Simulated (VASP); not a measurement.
Here is the system:

```
Na
1.0
   -2.01587     2.01587     2.01587
    2.01587    -2.01587     2.01587
    2.01587     2.01587    -2.01587
Na
1
Direct
  0.00000   0.00000   0.00000
```

These are PBE GGA with D3 dispersion (Becke-Johnson damping), VASP's PBE PAW potentials (set 64) (plane waves; VASP) values and carry that method's errors. Numerical set-up: 520 eV cut-off, 13×13×13 Γ-centred mesh, first-order Methfessel-Paxton smearing of 0.10 eV, potentials Na_pv.

What does the run give for the energy per atom (σ→0), band gap (on the k-mesh) with the smallest direct gap where there is one?

```json
{
  "band gap (on the k-mesh)": "none (metal, semimetal or under 0.01 eV)",
  "energy per atom (σ→0)": "-1.469 eV/atom"
}
```

The compound is Na in the bcc structure. This cell is one point of a volume scan, at 0.97 of the reference volume.
